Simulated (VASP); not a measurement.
# In2Bi with LDA: from relaxation to properties, part 2 of 5

How well does LDA reproduce what experiment finds for In2Bi? The cell is relaxed first, and properties follow on it. The start is a cell from a database of measured crystal structures.

VASP 6.6.1; LDA; plane waves and PAW (In_d, Bi_d).

Still holding for the runs below: The k-mesh is coarse for a metal.

So far. Step 2 (Full relaxation (LDA)): It ends with forces that vanish by symmetry and a pressure of -0.02 GPa. The volume lies -4.6 % from that of the database's start, which holds the thermal and zero-point expansion of its experiment. LDA is known to overbind. The relaxed cell has a = 5.308, c = 6.642 Å (conventional setting).

**3. Second relaxation**

A relaxation keeps the plane waves of the cell it began with, so it is repeated from the new cell, on a basis made for it.

Contents of INCAR:

```
SYSTEM = In2Bi
PREC = Accurate
ENCUT = 400
EDIFF = 1E-06
NELM = 100
ISMEAR = 1
SIGMA = 0.2
LREAL = .FALSE.
ALGO = Normal
GGA = CA
NBANDS = 50
LORBIT = 11
LWAVE = .FALSE.
LCHARG = .FALSE.
KPAR = 4
IBRION = 2
NSW = 60
ISIF = 3
EDIFFG = -0.01
```

Contents of POSCAR:

```
In2Bi
1.0
    5.3076297636      0.0000000000      0.0000000000
   -2.6538148818      4.5965422091      0.0000000000
    0.0000000000      0.0000000000      6.6421009580
In Bi
4 2
Direct
    0.0000000000      0.0000000000      0.0000000000
    0.0000000000      0.0000000000      0.5000000000
    0.3333333333      0.6666666667      0.7500000000
    0.6666666667      0.3333333333      0.2500000000
    0.3333333333      0.6666666667      0.2500000000
    0.6666666667      0.3333333333      0.7500000000
```

Contents of KPOINTS:

```
Automatic mesh
0
Gamma
5 5 4
0 0 0
```

The projector-augmented-wave data sets are In_d and Bi_d (LDA family, release 64).

Command:

```bash
$ mpirun -np 4 vasp_std
```

Output:

```text
[... set-up lines as in an earlier step ...]
 entering main loop
       N       E                     dE             d eps       ncg     rms          rms(c)
DAV:   1     0.877289101670E+03    0.87729E+03   -0.34507E+04  1500   0.192E+03
DAV:   2     0.930144070079E+02   -0.78427E+03   -0.77085E+03  1508   0.524E+02
DAV:   3    -0.157815330715E+02   -0.10880E+03   -0.10633E+03  1630   0.220E+02
DAV:   4    -0.218538832836E+02   -0.60724E+01   -0.60144E+01  1742   0.561E+01
DAV:   5    -0.221747479086E+02   -0.32086E+00   -0.32075E+00  2392   0.107E+01    0.498E+00
DAV:   6    -0.220328777637E+02    0.14187E+00   -0.28191E-01  1948   0.576E+00    0.249E+00
DAV:   7    -0.220028772707E+02    0.30000E-01   -0.12353E-01  1952   0.297E+00    0.461E-01
DAV:   8    -0.220004986260E+02    0.23786E-02   -0.16413E-02  2004   0.130E+00    0.178E-01
DAV:   9    -0.220002382946E+02    0.26033E-03   -0.18126E-03  1958   0.428E-01    0.839E-02
DAV:  10    -0.220002386636E+02   -0.36897E-06   -0.22686E-04  2188   0.182E-01    0.499E-02
DAV:  11    -0.220002350246E+02    0.36390E-05   -0.23100E-05  1802   0.426E-02    0.301E-02
DAV:  12    -0.220002328048E+02    0.22198E-05   -0.32997E-05  1732   0.594E-02    0.843E-03
DAV:  13    -0.220002321545E+02    0.65037E-06   -0.31246E-06  1180   0.194E-02
   1 F= -.22000232E+02 E0= -.22001368E+02  d E =-.220002E+02
 curvature:   0.00 expect dE= 0.000E+00 dE for cont linesearch  0.000E+00
 trial: gam= 0.00000 g(F)=  0.136E-46 g(S)=  0.219E-03 ort = 0.000E+00 (trialstep = 0.100E+01)
 search vector abs. value=  0.219E-03
 bond charge predicted
       N       E                     dE             d eps       ncg     rms          rms(c)
DAV:   1    -0.220048026526E+02   -0.45698E-02   -0.12617E-01  1980   0.395E+00    0.410E-01
DAV:   2    -0.220009319981E+02    0.38707E-02   -0.95205E-03  1862   0.115E+00    0.144E-01
DAV:   3    -0.220002985517E+02    0.63345E-03   -0.22482E-03  2084   0.512E-01    0.722E-02
DAV:   4    -0.220002778791E+02    0.20673E-04   -0.12719E-04  1654   0.810E-02    0.148E-02
DAV:   5    -0.220002753961E+02    0.24830E-05   -0.28314E-05  2092   0.515E-02    0.796E-03
DAV:   6    -0.220002757812E+02   -0.38509E-06   -0.15887E-06   890   0.146E-02
   2 F= -.22000276E+02 E0= -.22001370E+02  d E =-.436267E-04
 trial-energy change:   -0.000044  1 .order   -0.000072   -0.000219    0.000076
 step:   0.6071(harm=  0.7429)  dis= 0.00000  next Energy=   -22.000292 (dE=-0.602E-04)
 reached required accuracy - stopping structural energy minimisation
```

Wall time 17 s (4 MPI ranks of AMD EPYC 9R45, shared host); peak memory 0.83 GiB; 61 s of CPU time.

From OUTCAR (step 3):

```text
  LATTYP: Found a hexagonal cell.
 ALAT       =     5.3076297636
 C/A-ratio  =     1.2514250718

 Found     15 irreducible k-points:

   ENCUT  =  400.0 eV  29.40 Ry    5.42 a.u.   8.66  8.66 10.83*2*pi/ulx,y,z

   NELECT =      82.0000    total number of electrons

 E-fermi :   7.7742

 k-point     1 :       0.0000    0.0000    0.0000
  band No.  band energies     occupation
    ...
     39       5.9709      2.00000
     40       6.0162      2.00000
     41       7.3683      2.01451
     42       7.4910      2.06234
     43       7.4910      2.06234
     44       7.9557     -0.02543
     45       8.2001     -0.01028
     46       9.8245     -0.00000
     47       9.8245     -0.00000
     48      10.3882     -0.00000
    ...

 k-point     2 :       0.2000   -0.0000    0.0000
  band No.  band energies     occupation
    ...
     38       6.0571      2.00000
     39       6.4576      2.00000
     40       6.5114      2.00000
     41       7.0711      2.00001
     42       7.0964      2.00002
     43       8.0747     -0.05505
     44       8.1605     -0.01981
     45       9.5156     -0.00000
     46       9.5241     -0.00000
     47      10.9363     -0.00000
    ...

  Total        0.0368367      0.0368367      0.0304064      0.0000000      0.0000000      0.0000000
  in kB        0.3649793      0.3649793      0.3012669      0.0000000      0.0000000      0.0000000
  external PRESSURE =       0.3437418 kB  Pullay stress =       0.0000000 kB

  energy-cutoff  :      400.00
  volume of cell :      161.71
      direct lattice vectors                 reciprocal lattice vectors
     5.302749198  0.000000000  0.000000000     0.188581425  0.108877536 -0.000000000
    -2.651374599  4.592315515  0.000000000     0.000000000  0.217755073 -0.000000000
     0.000000000  0.000000000  6.640346688     0.000000000  0.000000000  0.150594547

 POSITION                                       TOTAL-FORCE (eV/Angst)
 -----------------------------------------------------------------------------------
      2.65137      4.59232      6.64035         0.000000      0.000000      0.000000
      2.65137      4.59232      3.32017         0.000000     -0.000000      0.000000
     -0.00000      3.06154      4.98026         0.000000     -0.000000     -0.000000
      2.65137      1.53077      1.66009         0.000000      0.000000     -0.000000
     -0.00000      3.06154      1.66009         0.000000      0.000000      0.000000
      2.65137      1.53077      4.98026        -0.000000     -0.000000      0.000000
 -----------------------------------------------------------------------------------
    total drift:                               -0.000000      0.000000     -0.000000

  FREE ENERGIE OF THE ION-ELECTRON SYSTEM (eV)
  ---------------------------------------------------
  free  energy   TOTEN  =       -22.0002757812 eV

  energy  without entropy=      -22.0035585891  energy(sigma->0) =      -22.00137005

 total charge
# of ion       s       p       d       tot
------------------------------------------
    1        1.069   0.416   9.849  11.334
    2        1.069   0.416   9.849  11.334
    3        1.006   0.537   9.855  11.398
    4        1.006   0.537   9.855  11.398
    5        1.525   1.407   9.917  12.849
    6        1.525   1.407   9.917  12.849
--------------------------------------------------
tot          7.199   4.721  59.241  71.161

[... 5 parts as in an earlier step ...]

[... 7 further parts left out ...]
```

Little changed from the start: no atom moved by 0.005 Å and no cell edge by 0.1 %.

This step gave:

| Item | Value |
| --- | --- |
| Fermi energy | 7.774 eV |
| pressure | 0.03437 GPa |
| SCF cycles over all ionic steps | 19 |

It ends with forces that vanish by symmetry and a pressure of 0.03 GPa.

**4. Single point with fields (LDA)**

A single point on the relaxed cell gives a clean self-consistent state, with density, ELF and potential written out.

INCAR, as its differences from that of step 3:

```diff
@@ -13,7 +13,5 @@
 LWAVE = .FALSE.
-LCHARG = .FALSE.
-KPAR = 4
-IBRION = 2
-NSW = 60
-ISIF = 3
-EDIFFG = -0.01
+LCHARG = .TRUE.
+ISIF = 2
+LELF = .TRUE.
+LVHAR = .TRUE.
```

POSCAR, as its differences from that of step 3:

```diff
@@ -2,5 +2,5 @@
 1.0
-    5.3076297636      0.0000000000      0.0000000000
-   -2.6538148818      4.5965422091      0.0000000000
-    0.0000000000      0.0000000000      6.6421009580
+    5.3027491976      0.0000000000      0.0000000000
+   -2.6513745988      4.5923155149      0.0000000000
+    0.0000000000      0.0000000000      6.6403466881
 In Bi
```

KPOINTS is that of step 3.

Command:

```bash
$ mpirun -np 4 vasp_std
```

Output:

```text
[banner, memory and clock lines left out]
running    4 mpi-ranks, on    1 nodes
 distrk:  each k-point on    4 cores,    1 groups
 distr:  one band on    1 cores,    4 groups

 POSCAR found type information on POSCAR InBi
 POSCAR found :  2 types and       6 ions
 LDA part: xc-table for (Slater(with rela. corr.)+CA(PZ))
 , standard interpolation
|                                                                             |
|           W    W    AA    RRRRR   N    N  II  N    N   GGGG   !!!           |
|           W    W   A  A   R    R  NN   N  II  NN   N  G    G  !!!           |
|           W    W  A    A  R    R  N N  N  II  N N  N  G       !!!           |
|           W WW W  AAAAAA  RRRRR   N  N N  II  N  N N  G  GGG   !            |
|           WW  WW  A    A  R   R   N   NN  II  N   NN  G    G                |
|           W    W  A    A  R    R  N    N  II  N    N   GGGG   !!!           |
|                                                                             |
|     The number of bands has been changed from the values supplied in        |
|     The orbitals not found in the WAVECAR file will be initialized with     |
|     random numbers, which is usually adequate. For correlated               |
|     calculations, however, you should redo the groundstate calculation.     |
|     I found NBANDS = 50. Now, NBANDS = 52.                                  |
|                                                                             |

 POSCAR, INCAR and KPOINTS ok, starting setup
 FFT: planning ... GRIDC
 FFT: planning ... GRID_SOFT
 FFT: planning ... GRID
 WAVECAR not read
 entering main loop
       N       E                     dE             d eps       ncg     rms          rms(c)
DAV:   1     0.885808937837E+03    0.88581E+03   -0.34132E+04  1580   0.184E+03
DAV:   2     0.968865643125E+02   -0.78892E+03   -0.77263E+03  1560   0.512E+02
DAV:   3    -0.156297525785E+02   -0.11252E+03   -0.11016E+03  1704   0.217E+02
DAV:   4    -0.218495656664E+02   -0.62198E+01   -0.61791E+01  1816   0.552E+01
DAV:   5    -0.221751904123E+02   -0.32562E+00   -0.32555E+00  2484   0.105E+01    0.496E+00
DAV:   6    -0.220329575331E+02    0.14223E+00   -0.27032E-01  2040   0.552E+00    0.252E+00
DAV:   7    -0.220026433184E+02    0.30314E-01   -0.12061E-01  2044   0.286E+00    0.452E-01
DAV:   8    -0.220003262616E+02    0.23171E-02   -0.16749E-02  2048   0.127E+00    0.172E-01
   1 F= -.22000067E+02 E0= -.22001162E+02  d E =0.328326E-02
```

Run time: 12 s. Hardware: 4 MPI ranks; peak memory 0.51 GiB.

OUTCAR, selected parts (step 4):

```text
  LATTYP: Found a hexagonal cell.
 ALAT       =     5.3027491976
 C/A-ratio  =     1.2522460408

 Found     15 irreducible k-points:

   k-points           NKPTS =     15   k-points in BZ     NKDIM =     15   number of bands    NBANDS=     52

   ENCUT  =  400.0 eV  29.40 Ry    5.42 a.u.   8.65  8.65 10.83*2*pi/ulx,y,z

   NELECT =      82.0000    total number of electrons

 E-fermi :   7.7742

 k-point     1 :       0.0000    0.0000    0.0000
  band No.  band energies     occupation
    ...
     39       5.9709      2.00000
     40       6.0164      2.00000
     41       7.3682      2.01448
     42       7.4911      2.06235
     43       7.4911      2.06235
     44       7.9559     -0.02556
     45       8.2002     -0.01028
     46       9.8246     -0.00000
     47       9.8246     -0.00000
     48      10.3882     -0.00000
    ...

 k-point     2 :       0.2000    0.0000    0.0000
  band No.  band energies     occupation
    ...
     38       6.0571      2.00000
     39       6.4576      2.00000
     40       6.5115      2.00000
     41       7.0712      2.00001
     42       7.0964      2.00002
     43       8.0748     -0.05507
     44       8.1606     -0.01980
     45       9.5157     -0.00000
     46       9.5242     -0.00000
     47      10.9364     -0.00000
    ...

  Total        0.0405043      0.0405043      0.0231312      0.0000000     -0.0000000      0.0000000
  in kB        0.4013173      0.4013173      0.2291840      0.0000000     -0.0000000      0.0000000
  external PRESSURE =       0.3439395 kB  Pullay stress =       0.0000000 kB

  energy-cutoff  :      400.00
  volume of cell :      161.71
      direct lattice vectors                 reciprocal lattice vectors
     5.302749198  0.000000000  0.000000000     0.188581425  0.108877536  0.000000000
    -2.651374599  4.592315515  0.000000000     0.000000000  0.217755073  0.000000000
     0.000000000  0.000000000  6.640346688     0.000000000  0.000000000  0.150594547

 POSITION                                       TOTAL-FORCE (eV/Angst)
 -----------------------------------------------------------------------------------
      0.00000      0.00000      0.00000         0.000000      0.000000     -0.000000
      0.00000      0.00000      3.32017         0.000000      0.000000     -0.000000
     -0.00000      3.06154      4.98026         0.000000      0.000000     -0.000000
      2.65137      1.53077      1.66009        -0.000000      0.000000     -0.000000
     -0.00000      3.06154      1.66009         0.000000     -0.000000      0.000000
      2.65137      1.53077      4.98026        -0.000000      0.000000      0.000000
 -----------------------------------------------------------------------------------
    total drift:                               -0.000000      0.000000     -0.000000

  FREE ENERGIE OF THE ION-ELECTRON SYSTEM (eV)
  ---------------------------------------------------
  free  energy   TOTEN  =       -22.0000671168 eV

  energy  without entropy=      -22.0033503765  energy(sigma->0) =      -22.00116154

 total charge
# of ion       s       p       d       tot
------------------------------------------
    1        1.068   0.416   9.849  11.334
    2        1.068   0.416   9.849  11.334
    3        1.006   0.537   9.855  11.398
    4        1.006   0.537   9.855  11.398
    5        1.525   1.408   9.917  12.849
    6        1.525   1.408   9.917  12.849
--------------------------------------------------
tot          7.199   4.721  59.241  71.161

[... 4 parts as in an earlier step ...]

[... 6 further parts left out ...]
```

Numbers from this step:

```yaml
scf_cycles: 12
bands: 52
pressure: 0.03439 GPa
```

Valence electrons inside each PAW sphere by angular momentum. Sphere charges, by row:

```tsv
atom	s (e)	p (e)	d (e)	tot (e)
In1	1.068	0.416	9.849	11.33
In2	1.068	0.416	9.849	11.33
In3	1.006	0.537	9.855	11.4
In4	1.006	0.537	9.855	11.4
Bi5	1.525	1.408	9.917	12.85
Bi6	1.525	1.408	9.917	12.85
```

ELF in the ac plane at fractional y = 0.333, with atoms of In and Bi within 0.2 Å of it. It is the smooth field of the valence electrons, not physical close to the nuclei.

Values, 18 rows by 15 columns, each cell a mean:
```
0.16 0.20 0.22 0.21 0.18 0.15 0.18 0.28 0.39 0.44 0.45 0.43 0.35 0.23 0.15
0.18 0.19 0.19 0.19 0.18 0.19 0.27 0.39 0.47 0.53 0.55 0.51 0.43 0.34 0.22
0.22 0.20 0.20 0.20 0.21 0.25 0.35 0.45 0.54 0.46 0.42 0.51 0.52 0.40 0.31
0.26 0.24 0.23 0.23 0.24 0.29 0.39 0.51 0.45 0.26 0.31 0.32 0.52 0.45 0.35
0.26 0.24 0.24 0.24 0.25 0.30 0.39 0.52 0.41 0.26 0.44 0.28 0.51 0.46 0.36
0.24 0.22 0.22 0.22 0.22 0.27 0.37 0.48 0.51 0.34 0.29 0.41 0.53 0.43 0.33
0.20 0.19 0.19 0.19 0.19 0.22 0.32 0.42 0.52 0.55 0.54 0.55 0.47 0.38 0.26
0.16 0.19 0.21 0.20 0.18 0.16 0.22 0.34 0.43 0.47 0.48 0.46 0.40 0.28 0.18
0.16 0.20 0.22 0.22 0.19 0.14 0.15 0.22 0.32 0.38 0.39 0.36 0.27 0.18 0.13
0.16 0.20 0.23 0.22 0.19 0.14 0.14 0.20 0.25 0.27 0.28 0.27 0.23 0.17 0.14
0.18 0.21 0.22 0.22 0.20 0.18 0.20 0.25 0.28 0.32 0.33 0.31 0.26 0.23 0.18
0.23 0.24 0.25 0.25 0.23 0.23 0.26 0.29 0.32 0.23 0.19 0.28 0.32 0.27 0.25
0.27 0.28 0.29 0.29 0.27 0.28 0.28 0.33 0.23 0.05 0.07 0.11 0.31 0.30 0.29
0.28 0.29 0.30 0.30 0.28 0.28 0.29 0.33 0.20 0.04 0.12 0.08 0.29 0.31 0.29
0.25 0.26 0.27 0.27 0.26 0.26 0.27 0.31 0.29 0.13 0.09 0.19 0.33 0.29 0.27
0.20 0.22 0.23 0.23 0.21 0.20 0.23 0.27 0.32 0.32 0.31 0.33 0.29 0.25 0.22
0.17 0.20 0.22 0.22 0.19 0.16 0.17 0.22 0.26 0.28 0.28 0.27 0.24 0.20 0.15
0.16 0.21 0.23 0.22 0.19 0.14 0.14 0.19 0.27 0.32 0.33 0.30 0.23 0.16 0.13
```
Columns run along a (5.3 Å), rows up along c (6.6 Å). Atoms in or near the plane, at fractional coordinates: In at (0.67, 0.25), Bi at (0.67, 0.75).

Valence density in the ac plane at fractional y = 0.333, with atoms of In and Bi within 0.2 Å of it. It is the smooth field of the valence electrons, not physical close to the nuclei.

Values in e/Å³, 18 rows by 15 columns, each cell a mean:
```
 0  0  0  0  0  0  0  0  0  0  0  0  0  0  0
 0  0  0  0  0  0  0  0  0  1  1  1  0  0  0
 0  0  0  0  0  0  0  0  1  3  3  2  1  0  0
 0  0  0  0  0  0  0  1  3  6  8  5  2  0  0
 0  0  0  0  0  0  0  1  3  7  9  5  2  0  0
 0  0  0  0  0  0  0  1  2  4  5  3  1  0  0
 0  0  0  0  0  0  0  0  1  1  2  1  0  0  0
 0  0  0  0  0  0  0  0  0  0  0  0  0  0  0
 0  0  0  0  0  0  0  0  0  0  0  0  0  0  0
 0  0  0  0  0  0  0  0  0  0  0  0  0  0  0
 0  0  0  0  0  0  0  0  0  0  1  0  0  0  0
 0  0  0  0  0  0  0  0  1  2  3  2  1  0  0
 0  0  0  0  0  0  0  1  2  7  8  5  1  0  0
 0  0  0  0  0  0  0  1  3  8 10  6  2  0  0
 0  0  0  0  0  0  0  0  2  4  5  3  1  0  0
 0  0  0  0  0  0  0  0  0  1  1  1  0  0  0
 0  0  0  0  0  0  0  0  0  0  0  0  0  0  0
 0  0  0  0  0  0  0  0  0  0  0  0  0  0  0
```
Columns run along a (5.3 Å), rows up along c (6.6 Å). Atoms in or near the plane, at fractional coordinates: In at (0.67, 0.25), Bi at (0.67, 0.75).

Electrostatic potential energy in the ac plane at fractional y = 0.333, with atoms of In and Bi within 0.2 Å of it. With pseudopotentials it is smooth inside the atoms' cores, unlike the true potential.

Ten even steps from '0' (-89 eV) to '9' (3 eV), each cell a mean:
```
999999999999999
999999998778999
999999986324799
999999972000589
999999972000489
999999984102699
999999997556899
999999999999999
999999999999999
999999999999999
999999999888999
999999996435899
999999984001599
999999973001599
999999985213799
999999998667999
999999999999999
999999999999999
```
Columns run along a (5.3 Å; values clipped at the 3rd and 97th percentile), rows up along c (6.6 Å). Atoms in or near the plane, at fractional coordinates: In at (0.67, 0.25), Bi at (0.67, 0.75).

In this run the pressure is 0.03 GPa, small enough to go on.

(Continued in part 3 of 5.)

[Lines on the potential files, build, host, timing and source positions are cut from VASP's logs without a mark.]

[Logs are printed without paths, hosts, clocks, repeated set-up lines and the standing remarks that a program may print on its own settings, such as how far it seeks lower states.]

[Hosts, paths, dates, database ids (printed as entryN), source tags and the programs' standing remarks are cut or masked in the printed files.]

[A measured line is paired with the nearest computed mode of its activity, which favours agreement.]
